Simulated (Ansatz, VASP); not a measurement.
# Ge (Germanium) in two plane-wave programs, part 2 of 3

Aim: how closely do two programs agree when they are given the same cell, functional and k mesh? The cell is taken from a series of runs on this material, whose earlier steps may have relaxed, scaled, displaced or heated it; both programs get it as it stands.

VASP 6.6.1 and Ansatz 0.2.0.

So far: The structure; Ansatz: zone-centre phonons, PBEsol.

This is not the structure that Ge takes at ambient pressure and room temperature (diamond type); it is a model or a phase of other conditions.

## (3) VASP: zone-centre phonons, PBEsol

Level of this step: PBEsol; plane waves and PAW (Ge_d) (VASP).

The same cell, functional, mesh and smearing now go to VASP, with its own data sets.

Lines of VASP's logs that name or quote its potential files are left out, and so is its time.

Contents of INCAR:

```
SYSTEM = Ge
PREC = Accurate
ENCUT = 500
EDIFF = 1E-08
NELM = 120
ISMEAR = 0
SIGMA = 0.015
LREAL = .FALSE.
ALGO = Normal
GGA = PS
NBANDS = 20
LORBIT = 11
LWAVE = .FALSE.
LCHARG = .FALSE.
ISIF = 2
ISYM = 2
IBRION = 8
LASPH = .TRUE.
GGA_COMPAT = .FALSE.
KPAR = 2
```

Contents of POSCAR:

```
Ge
1.0
    0.0000000000      2.9512831260      2.7490732766
    2.9512831260      0.0000000000      2.7490732766
    2.9512831260      2.9512831260      0.0000000000
Ge
2
Direct
    0.4998753270      0.4998753270      0.4999862323
    0.7501246730      0.7501246730      0.7500137677
```

Contents of KPOINTS:

```
Points of the shifted mesh
1728
Reciprocal
 0.0416666667  0.0416666667  0.0416666667 1
 0.0416666667  0.0416666667  0.1250000000 1
 0.0416666667  0.0416666667  0.2083333333 1
 0.0416666667  0.0416666667  0.2916666667 1
 0.0416666667  0.0416666667  0.3750000000 1
 0.0416666667  0.0416666667  0.4583333333 1
 0.0416666667  0.0416666667  0.5416666667 1
 0.0416666667  0.0416666667  0.6250000000 1
 0.0416666667  0.0416666667  0.7083333333 1
 0.0416666667  0.0416666667  0.7916666667 1
 0.0416666667  0.0416666667  0.8750000000 1
 0.0416666667  0.0416666667  0.9583333333 1
 0.0416666667  0.1250000000  0.0416666667 1
 0.0416666667  0.1250000000  0.1250000000 1
 0.0416666667  0.1250000000  0.2083333333 1
 0.0416666667  0.1250000000  0.2916666667 1
 0.0416666667  0.1250000000  0.3750000000 1
 0.0416666667  0.1250000000  0.4583333333 1
 0.0416666667  0.1250000000  0.5416666667 1
 0.0416666667  0.1250000000  0.6250000000 1
 0.0416666667  0.1250000000  0.7083333333 1
 0.0416666667  0.1250000000  0.7916666667 1
 0.0416666667  0.1250000000  0.8750000000 1
 0.0416666667  0.1250000000  0.9583333333 1
 0.0416666667  0.2083333333  0.0416666667 1
 0.0416666667  0.2083333333  0.1250000000 1
 0.0416666667  0.2083333333  0.2083333333 1
 0.0416666667  0.2083333333  0.2916666667 1
 0.0416666667  0.2083333333  0.3750000000 1
 0.0416666667  0.2083333333  0.4583333333 1
 0.0416666667  0.2083333333  0.5416666667 1
 0.0416666667  0.2083333333  0.6250000000 1
 0.0416666667  0.2083333333  0.7083333333 1
 0.0416666667  0.2083333333  0.7916666667 1
 0.0416666667  0.2083333333  0.8750000000 1
 0.0416666667  0.2083333333  0.9583333333 1
 0.0416666667  0.2916666667  0.0416666667 1
 0.0416666667  0.2916666667  0.1250000000 1
 0.0416666667  0.2916666667  0.2083333333 1
 0.0416666667  0.2916666667  0.2916666667 1
 0.0416666667  0.2916666667  0.3750000000 1
 0.0416666667  0.2916666667  0.4583333333 1
 0.0416666667  0.2916666667  0.5416666667 1
 0.0416666667  0.2916666667  0.6250000000 1
 0.0416666667  0.2916666667  0.7083333333 1
 0.0416666667  0.2916666667  0.7916666667 1
 0.0416666667  0.2916666667  0.8750000000 1
 0.0416666667  0.2916666667  0.9583333333 1
 0.0416666667  0.3750000000  0.0416666667 1
 0.0416666667  0.3750000000  0.1250000000 1
 0.0416666667  0.3750000000  0.2083333333 1
 0.0416666667  0.3750000000  0.2916666667 1
 0.0416666667  0.3750000000  0.3750000000 1
 0.0416666667  0.3750000000  0.4583333333 1
 0.0416666667  0.3750000000  0.5416666667 1
 0.0416666667  0.3750000000  0.6250000000 1
 0.0416666667  0.3750000000  0.7083333333 1
 0.0416666667  0.3750000000  0.7916666667 1
 0.0416666667  0.3750000000  0.8750000000 1
 0.0416666667  0.3750000000  0.9583333333 1
 0.0416666667  0.4583333333  0.0416666667 1
 0.0416666667  0.4583333333  0.1250000000 1
 0.0416666667  0.4583333333  0.2083333333 1
 0.0416666667  0.4583333333  0.2916666667 1
 0.0416666667  0.4583333333  0.3750000000 1
 0.0416666667  0.4583333333  0.4583333333 1
 0.0416666667  0.4583333333  0.5416666667 1
 0.0416666667  0.4583333333  0.6250000000 1
 0.0416666667  0.4583333333  0.7083333333 1
 0.0416666667  0.4583333333  0.7916666667 1
 0.0416666667  0.4583333333  0.8750000000 1
 0.0416666667  0.4583333333  0.9583333333 1
 0.0416666667  0.5416666667  0.0416666667 1
 0.0416666667  0.5416666667  0.1250000000 1
 0.0416666667  0.5416666667  0.2083333333 1
 0.0416666667  0.5416666667  0.2916666667 1
 0.0416666667  0.5416666667  0.3750000000 1
 0.0416666667  0.5416666667  0.4583333333 1
 0.0416666667  0.5416666667  0.5416666667 1
 0.0416666667  0.5416666667  0.6250000000 1
 0.0416666667  0.5416666667  0.7083333333 1
 0.0416666667  0.5416666667  0.7916666667 1
 0.0416666667  0.5416666667  0.8750000000 1
 0.0416666667  0.5416666667  0.9583333333 1
 0.0416666667  0.6250000000  0.0416666667 1
 0.0416666667  0.6250000000  0.1250000000 1
 0.0416666667  0.6250000000  0.2083333333 1
 0.0416666667  0.6250000000  0.2916666667 1
 0.0416666667  0.6250000000  0.3750000000 1
 0.0416666667  0.6250000000  0.4583333333 1
 0.0416666667  0.6250000000  0.5416666667 1
 0.0416666667  0.6250000000  0.6250000000 1
 0.0416666667  0.6250000000  0.7083333333 1
 0.0416666667  0.6250000000  0.7916666667 1
 0.0416666667  0.6250000000  0.8750000000 1
 0.0416666667  0.6250000000  0.9583333333 1
 0.0416666667  0.7083333333  0.0416666667 1
 0.0416666667  0.7083333333  0.1250000000 1
 0.0416666667  0.7083333333  0.2083333333 1
 0.0416666667  0.7083333333  0.2916666667 1
 0.0416666667  0.7083333333  0.3750000000 1
 0.0416666667  0.7083333333  0.4583333333 1
 0.0416666667  0.7083333333  0.5416666667 1
 0.0416666667  0.7083333333  0.6250000000 1
 0.0416666667  0.7083333333  0.7083333333 1
 0.0416666667  0.7083333333  0.7916666667 1
 0.0416666667  0.7083333333  0.8750000000 1
 0.0416666667  0.7083333333  0.9583333333 1
 0.0416666667  0.7916666667  0.0416666667 1
 0.0416666667  0.7916666667  0.1250000000 1
 0.0416666667  0.7916666667  0.2083333333 1
 0.0416666667  0.7916666667  0.2916666667 1
[... 1390 lines left out ...]
 0.8750000000  0.4583333333  0.1250000000 1
 0.8750000000  0.4583333333  0.2083333333 1
 0.8750000000  0.4583333333  0.2916666667 1
 0.8750000000  0.4583333333  0.3750000000 1
 0.8750000000  0.4583333333  0.4583333333 1
 0.8750000000  0.4583333333  0.5416666667 1
 0.8750000000  0.4583333333  0.6250000000 1
 0.8750000000  0.4583333333  0.7083333333 1
 0.8750000000  0.4583333333  0.7916666667 1
 0.8750000000  0.4583333333  0.8750000000 1
 0.8750000000  0.4583333333  0.9583333333 1
 0.8750000000  0.5416666667  0.0416666667 1
 0.8750000000  0.5416666667  0.1250000000 1
 0.8750000000  0.5416666667  0.2083333333 1
 0.8750000000  0.5416666667  0.2916666667 1
 0.8750000000  0.5416666667  0.3750000000 1
 0.8750000000  0.5416666667  0.4583333333 1
 0.8750000000  0.5416666667  0.5416666667 1
 0.8750000000  0.5416666667  0.6250000000 1
 0.8750000000  0.5416666667  0.7083333333 1
 0.8750000000  0.5416666667  0.7916666667 1
 0.8750000000  0.5416666667  0.8750000000 1
 0.8750000000  0.5416666667  0.9583333333 1
 0.8750000000  0.6250000000  0.0416666667 1
 0.8750000000  0.6250000000  0.1250000000 1
 0.8750000000  0.6250000000  0.2083333333 1
 0.8750000000  0.6250000000  0.2916666667 1
 0.8750000000  0.6250000000  0.3750000000 1
 0.8750000000  0.6250000000  0.4583333333 1
 0.8750000000  0.6250000000  0.5416666667 1
 0.8750000000  0.6250000000  0.6250000000 1
 0.8750000000  0.6250000000  0.7083333333 1
 0.8750000000  0.6250000000  0.7916666667 1
 0.8750000000  0.6250000000  0.8750000000 1
 0.8750000000  0.6250000000  0.9583333333 1
 0.8750000000  0.7083333333  0.0416666667 1
 0.8750000000  0.7083333333  0.1250000000 1
 0.8750000000  0.7083333333  0.2083333333 1
 0.8750000000  0.7083333333  0.2916666667 1
 0.8750000000  0.7083333333  0.3750000000 1
 0.8750000000  0.7083333333  0.4583333333 1
 0.8750000000  0.7083333333  0.5416666667 1
 0.8750000000  0.7083333333  0.6250000000 1
 0.8750000000  0.7083333333  0.7083333333 1
 0.8750000000  0.7083333333  0.7916666667 1
 0.8750000000  0.7083333333  0.8750000000 1
 0.8750000000  0.7083333333  0.9583333333 1
 0.8750000000  0.7916666667  0.0416666667 1
 0.8750000000  0.7916666667  0.1250000000 1
 0.8750000000  0.7916666667  0.2083333333 1
 0.8750000000  0.7916666667  0.2916666667 1
 0.8750000000  0.7916666667  0.3750000000 1
 0.8750000000  0.7916666667  0.4583333333 1
 0.8750000000  0.7916666667  0.5416666667 1
 0.8750000000  0.7916666667  0.6250000000 1
 0.8750000000  0.7916666667  0.7083333333 1
 0.8750000000  0.7916666667  0.7916666667 1
 0.8750000000  0.7916666667  0.8750000000 1
 0.8750000000  0.7916666667  0.9583333333 1
 0.8750000000  0.8750000000  0.0416666667 1
 0.8750000000  0.8750000000  0.1250000000 1
 0.8750000000  0.8750000000  0.2083333333 1
 0.8750000000  0.8750000000  0.2916666667 1
 0.8750000000  0.8750000000  0.3750000000 1
 0.8750000000  0.8750000000  0.4583333333 1
 0.8750000000  0.8750000000  0.5416666667 1
 0.8750000000  0.8750000000  0.6250000000 1
 0.8750000000  0.8750000000  0.7083333333 1
 0.8750000000  0.8750000000  0.7916666667 1
 0.8750000000  0.8750000000  0.8750000000 1
 0.8750000000  0.8750000000  0.9583333333 1
 0.8750000000  0.9583333333  0.0416666667 1
 0.8750000000  0.9583333333  0.1250000000 1
 0.8750000000  0.9583333333  0.2083333333 1
 0.8750000000  0.9583333333  0.2916666667 1
 0.8750000000  0.9583333333  0.3750000000 1
 0.8750000000  0.9583333333  0.4583333333 1
 0.8750000000  0.9583333333  0.5416666667 1
 0.8750000000  0.9583333333  0.6250000000 1
 0.8750000000  0.9583333333  0.7083333333 1
 0.8750000000  0.9583333333  0.7916666667 1
 0.8750000000  0.9583333333  0.8750000000 1
 0.8750000000  0.9583333333  0.9583333333 1
 0.9583333333  0.0416666667  0.0416666667 1
 0.9583333333  0.0416666667  0.1250000000 1
 0.9583333333  0.0416666667  0.2083333333 1
 0.9583333333  0.0416666667  0.2916666667 1
 0.9583333333  0.0416666667  0.3750000000 1
 0.9583333333  0.0416666667  0.4583333333 1
 0.9583333333  0.0416666667  0.5416666667 1
 0.9583333333  0.0416666667  0.6250000000 1
 0.9583333333  0.0416666667  0.7083333333 1
 0.9583333333  0.0416666667  0.7916666667 1
 0.9583333333  0.0416666667  0.8750000000 1
 0.9583333333  0.0416666667  0.9583333333 1
 0.9583333333  0.1250000000  0.0416666667 1
 0.9583333333  0.1250000000  0.1250000000 1
 0.9583333333  0.1250000000  0.2083333333 1
 0.9583333333  0.1250000000  0.2916666667 1
 0.9583333333  0.1250000000  0.3750000000 1
 0.9583333333  0.1250000000  0.4583333333 1
 0.9583333333  0.1250000000  0.5416666667 1
 0.9583333333  0.1250000000  0.6250000000 1
 0.9583333333  0.1250000000  0.7083333333 1
 0.9583333333  0.1250000000  0.7916666667 1
 0.9583333333  0.1250000000  0.8750000000 1
 0.9583333333  0.1250000000  0.9583333333 1
 0.9583333333  0.2083333333  0.0416666667 1
 0.9583333333  0.2083333333  0.1250000000 1
 0.9583333333  0.2083333333  0.2083333333 1
 0.9583333333  0.2083333333  0.2916666667 1
 0.9583333333  0.2083333333  0.3750000000 1
 0.9583333333  0.2083333333  0.4583333333 1
 0.9583333333  0.2083333333  0.5416666667 1
 0.9583333333  0.2083333333  0.6250000000 1
 0.9583333333  0.2083333333  0.7083333333 1
 0.9583333333  0.2083333333  0.7916666667 1
 0.9583333333  0.2083333333  0.8750000000 1
 0.9583333333  0.2083333333  0.9583333333 1
 0.9583333333  0.2916666667  0.0416666667 1
 0.9583333333  0.2916666667  0.1250000000 1
 0.9583333333  0.2916666667  0.2083333333 1
 0.9583333333  0.2916666667  0.2916666667 1
 0.9583333333  0.2916666667  0.3750000000 1
 0.9583333333  0.2916666667  0.4583333333 1
 0.9583333333  0.2916666667  0.5416666667 1
 0.9583333333  0.2916666667  0.6250000000 1
 0.9583333333  0.2916666667  0.7083333333 1
 0.9583333333  0.2916666667  0.7916666667 1
 0.9583333333  0.2916666667  0.8750000000 1
 0.9583333333  0.2916666667  0.9583333333 1
 0.9583333333  0.3750000000  0.0416666667 1
 0.9583333333  0.3750000000  0.1250000000 1
 0.9583333333  0.3750000000  0.2083333333 1
 0.9583333333  0.3750000000  0.2916666667 1
 0.9583333333  0.3750000000  0.3750000000 1
 0.9583333333  0.3750000000  0.4583333333 1
 0.9583333333  0.3750000000  0.5416666667 1
 0.9583333333  0.3750000000  0.6250000000 1
 0.9583333333  0.3750000000  0.7083333333 1
 0.9583333333  0.3750000000  0.7916666667 1
 0.9583333333  0.3750000000  0.8750000000 1
 0.9583333333  0.3750000000  0.9583333333 1
 0.9583333333  0.4583333333  0.0416666667 1
 0.9583333333  0.4583333333  0.1250000000 1
 0.9583333333  0.4583333333  0.2083333333 1
 0.9583333333  0.4583333333  0.2916666667 1
 0.9583333333  0.4583333333  0.3750000000 1
 0.9583333333  0.4583333333  0.4583333333 1
 0.9583333333  0.4583333333  0.5416666667 1
 0.9583333333  0.4583333333  0.6250000000 1
 0.9583333333  0.4583333333  0.7083333333 1
 0.9583333333  0.4583333333  0.7916666667 1
 0.9583333333  0.4583333333  0.8750000000 1
 0.9583333333  0.4583333333  0.9583333333 1
 0.9583333333  0.5416666667  0.0416666667 1
 0.9583333333  0.5416666667  0.1250000000 1
 0.9583333333  0.5416666667  0.2083333333 1
 0.9583333333  0.5416666667  0.2916666667 1
 0.9583333333  0.5416666667  0.3750000000 1
 0.9583333333  0.5416666667  0.4583333333 1
 0.9583333333  0.5416666667  0.5416666667 1
 0.9583333333  0.5416666667  0.6250000000 1
 0.9583333333  0.5416666667  0.7083333333 1
 0.9583333333  0.5416666667  0.7916666667 1
 0.9583333333  0.5416666667  0.8750000000 1
 0.9583333333  0.5416666667  0.9583333333 1
 0.9583333333  0.6250000000  0.0416666667 1
 0.9583333333  0.6250000000  0.1250000000 1
 0.9583333333  0.6250000000  0.2083333333 1
 0.9583333333  0.6250000000  0.2916666667 1
 0.9583333333  0.6250000000  0.3750000000 1
 0.9583333333  0.6250000000  0.4583333333 1
 0.9583333333  0.6250000000  0.5416666667 1
 0.9583333333  0.6250000000  0.6250000000 1
 0.9583333333  0.6250000000  0.7083333333 1
 0.9583333333  0.6250000000  0.7916666667 1
 0.9583333333  0.6250000000  0.8750000000 1
 0.9583333333  0.6250000000  0.9583333333 1
 0.9583333333  0.7083333333  0.0416666667 1
 0.9583333333  0.7083333333  0.1250000000 1
 0.9583333333  0.7083333333  0.2083333333 1
 0.9583333333  0.7083333333  0.2916666667 1
 0.9583333333  0.7083333333  0.3750000000 1
 0.9583333333  0.7083333333  0.4583333333 1
 0.9583333333  0.7083333333  0.5416666667 1
 0.9583333333  0.7083333333  0.6250000000 1
 0.9583333333  0.7083333333  0.7083333333 1
 0.9583333333  0.7083333333  0.7916666667 1
 0.9583333333  0.7083333333  0.8750000000 1
 0.9583333333  0.7083333333  0.9583333333 1
 0.9583333333  0.7916666667  0.0416666667 1
 0.9583333333  0.7916666667  0.1250000000 1
 0.9583333333  0.7916666667  0.2083333333 1
 0.9583333333  0.7916666667  0.2916666667 1
 0.9583333333  0.7916666667  0.3750000000 1
 0.9583333333  0.7916666667  0.4583333333 1
 0.9583333333  0.7916666667  0.5416666667 1
 0.9583333333  0.7916666667  0.6250000000 1
 0.9583333333  0.7916666667  0.7083333333 1
 0.9583333333  0.7916666667  0.7916666667 1
 0.9583333333  0.7916666667  0.8750000000 1
 0.9583333333  0.7916666667  0.9583333333 1
 0.9583333333  0.8750000000  0.0416666667 1
 0.9583333333  0.8750000000  0.1250000000 1
 0.9583333333  0.8750000000  0.2083333333 1
 0.9583333333  0.8750000000  0.2916666667 1
 0.9583333333  0.8750000000  0.3750000000 1
 0.9583333333  0.8750000000  0.4583333333 1
 0.9583333333  0.8750000000  0.5416666667 1
 0.9583333333  0.8750000000  0.6250000000 1
 0.9583333333  0.8750000000  0.7083333333 1
 0.9583333333  0.8750000000  0.7916666667 1
 0.9583333333  0.8750000000  0.8750000000 1
 0.9583333333  0.8750000000  0.9583333333 1
 0.9583333333  0.9583333333  0.0416666667 1
 0.9583333333  0.9583333333  0.1250000000 1
 0.9583333333  0.9583333333  0.2083333333 1
 0.9583333333  0.9583333333  0.2916666667 1
 0.9583333333  0.9583333333  0.3750000000 1
 0.9583333333  0.9583333333  0.4583333333 1
 0.9583333333  0.9583333333  0.5416666667 1
 0.9583333333  0.9583333333  0.6250000000 1
 0.9583333333  0.9583333333  0.7083333333 1
 0.9583333333  0.9583333333  0.7916666667 1
 0.9583333333  0.9583333333  0.8750000000 1
 0.9583333333  0.9583333333  0.9583333333 1
```

PAW data sets: Ge_d (PBE family, release 64).

Started as:

```bash
> mpirun -np 2 vasp_std
```

The log of the run:

```text
[banner, memory and clock lines left out]
running    2 mpi-ranks, on    1 nodes
 distrk:  each k-point on    1 cores,    2 groups
 distr:  one band on    1 cores,    1 groups

 POSCAR found type information on POSCAR Ge
 POSCAR found :  1 types and       2 ions
|                                                                             |
|               ----> ADVICE to this user running VASP <----                  |
|                                                                             |
|     You enforced a specific xc type in the INCAR file but a different       |
|     [... a line on the potential file left out ...]
|     I HOPE YOU KNOW WHAT YOU ARE DOING!                                     |
|                                                                             |

 LDA part: xc-table for (Slater+PW92), standard interpolation
 POSCAR, INCAR and KPOINTS ok, starting setup
 FFT: planning ... GRIDC
 FFT: planning ... GRID_SOFT
 FFT: planning ... GRID
 WAVECAR not read
 entering main loop
       N       E                     dE             d eps       ncg     rms          rms(c)
DAV:   1     0.183862166238E+03    0.18386E+03   -0.14673E+04 73940   0.366E+03
DAV:   2     0.162333968869E+02   -0.16763E+03   -0.16326E+03 69268   0.586E+02
DAV:   3    -0.909839388264E+01   -0.25332E+02   -0.25155E+02 78176   0.145E+02
DAV:   4    -0.993623807553E+01   -0.83784E+00   -0.83718E+00 77960   0.311E+01
DAV:   5    -0.995048399354E+01   -0.14246E-01   -0.14245E-01 77272   0.446E+00    0.299E+00
DAV:   6    -0.986369970448E+01    0.86784E-01   -0.33774E-02 92708   0.244E+00    0.171E+00
DAV:   7    -0.982180945371E+01    0.41890E-01   -0.52933E-02 73752   0.251E+00    0.149E-01
DAV:   8    -0.982267794761E+01   -0.86849E-03   -0.65550E-03 77336   0.121E+00    0.511E-02
DAV:   9    -0.982279706392E+01   -0.11912E-03   -0.21625E-04 76952   0.198E-01    0.126E-02
DAV:  10    -0.982281592489E+01   -0.18861E-04   -0.25126E-05 90716   0.468E-02    0.503E-03
DAV:  11    -0.982281697766E+01   -0.10528E-05   -0.43096E-06 92744   0.341E-02    0.152E-03
DAV:  12    -0.982281666849E+01    0.30916E-06   -0.93180E-07 92184   0.194E-02    0.288E-04
DAV:  13    -0.982281665786E+01    0.10632E-07   -0.24569E-08 66936   0.237E-03    0.152E-04
DAV:  14    -0.982281665147E+01    0.63956E-08   -0.30114E-09 45848   0.892E-04
   1 F= -.98228167E+01 E0= -.98228012E+01  d E =-.309183E-04
 Linear response reoptimize wavefunctions to high precision
DAV:   1    -0.982281665173E+01   -0.26102E-09   -0.13078E-09 44176   0.585E-04
DAV:   2    -0.982281665176E+01   -0.35470E-10   -0.33396E-10 39080   0.232E-04
 Linear response DOF=           2
 Linear response progress:
  Degree of freedom:   1/  2
       N       E                     dE             d eps       ncg     rms          rms(c)
RMM:   1    -0.187242518978E+00   -0.18724E+00    0.79517E+00 85449   0.438E+01
RMM:   2    -0.194297282213E+00   -0.70548E-02   -0.12021E-02110948   0.102E+00    0.713E-02
RMM:   3    -0.194322679827E+00   -0.25398E-04   -0.92977E-04118319   0.316E-01    0.411E-02
RMM:   4    -0.194228957427E+00    0.93722E-04   -0.54021E-05125616   0.775E-02    0.419E-03
RMM:   5    -0.194227461484E+00    0.14959E-05   -0.38842E-06122304   0.179E-02    0.220E-03
RMM:   6    -0.194230933893E+00   -0.34724E-05   -0.16956E-07122835   0.483E-03    0.268E-04
RMM:   7    -0.194230017618E+00    0.91628E-06   -0.45812E-08127639   0.160E-03    0.160E-04
RMM:   8    -0.194228843351E+00    0.11743E-05   -0.31626E-09127521   0.608E-04    0.363E-05
RMM:   9    -0.194228891061E+00   -0.47710E-07    0.94143E-11130129   0.250E-04    0.188E-05
RMM:  10    -0.194229068256E+00   -0.17719E-06   -0.59193E-09131297   0.115E-04    0.593E-06
RMM:  11    -0.194229119192E+00   -0.50936E-07   -0.17222E-08135375   0.645E-05    0.259E-06
RMM:  12    -0.194229140649E+00   -0.21457E-07   -0.57041E-09151132   0.428E-05    0.807E-07
RMM:  13    -0.194229143793E+00   -0.31445E-08   -0.47814E-09154475   0.331E-05    0.402E-07
 first order change of Fermi-energy   0.19413E+00
 force on displaced ion       1 direction 1 :  -9.017   0.315   0.004
 Linear response progress:
  Degree of freedom:   2/  2
       N       E                     dE             d eps       ncg     rms          rms(c)
RMM:   1    -0.186655339339E+00   -0.18666E+00    0.83111E+00 85208   0.447E+01
RMM:   2    -0.193758438868E+00   -0.71031E-02   -0.12417E-02112410   0.102E+00    0.654E-02
RMM:   3    -0.193749805067E+00    0.86338E-05   -0.83602E-04117073   0.297E-01    0.378E-02
RMM:   4    -0.193634399976E+00    0.11541E-03   -0.56683E-05126188   0.778E-02    0.459E-03
RMM:   5    -0.193634045211E+00    0.35477E-06   -0.33633E-06121816   0.172E-02    0.209E-03
RMM:   6    -0.193639899952E+00   -0.58547E-05   -0.23724E-07125310   0.491E-03    0.343E-04
RMM:   7    -0.193639284416E+00    0.61554E-06   -0.36075E-08127468   0.152E-03    0.193E-04
RMM:   8    -0.193638610142E+00    0.67427E-06   -0.61178E-09130101   0.557E-04    0.436E-05
RMM:   9    -0.193638521923E+00    0.88219E-07   -0.22869E-09129049   0.232E-04    0.167E-05
RMM:  10    -0.193638655485E+00   -0.13356E-06   -0.16524E-09130952   0.105E-04    0.543E-06
RMM:  11    -0.193638700539E+00   -0.45054E-07   -0.13080E-08133745   0.577E-05    0.198E-06
RMM:  12    -0.193638714960E+00   -0.14421E-07   -0.11099E-08153659   0.378E-05    0.152E-06
RMM:  13    -0.193638728096E+00   -0.13136E-07   -0.29716E-09158195   0.294E-05    0.399E-07
RMM:  14    -0.193638731997E+00   -0.39011E-08   -0.22133E-09149363   0.255E-05    0.282E-08
 first order change of Fermi-energy   0.16177E+00
 force on displaced ion       1 direction 3 :   0.016   0.016  -9.248
 Linear response finished
```

(Part 2 of 3 ends here.)

[Lines on the potential files, build, host, timing and source positions are cut from VASP's logs without a mark.]

[Logs are printed without paths, hosts, clocks, repeated set-up lines and the standing remarks that a program may print on its own settings, such as how far it seeks lower states.]

[Hosts, paths, dates, database ids (printed as entryN), source tags and the programs' standing remarks are cut or masked in the printed files.]
